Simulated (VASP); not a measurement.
Energy against volume of Tl (hcp). These are vdW-DF-cx, VASP's PBE PAW potentials (set 64) (plane waves; VASP) values and carry that method's errors. Settings: 520 eV cut-off, 12×12×7 Γ-centred mesh, first-order Methfessel-Paxton smearing of 0.10 eV, potentials Tl_d.

Shape and ions are relaxed at each volume.

| V (Å³/atom) | E (eV/atom) |
|---|---|
| 26.948 | 0.75356 |
| 27.808 | 0.74181 |
| 28.668 | 0.73702 |
| 29.528 | 0.73818 |

Task: Fit these four points and predict the energy of the run at 30.388 Å³/atom.

Result: A cubic in V^(−2/3), the third-order Birch-Murnaghan form, passes through the four points with V0 = 28.91 Å³/atom and B0 = 36 GPa, and gives 0.7444 eV/atom there. The run gave 0.7443 eV/atom, -0.1 meV/atom from the fit; all five points give B0 = 35 GPa.

The compound is Tl in the hcp structure. It was relaxed first.
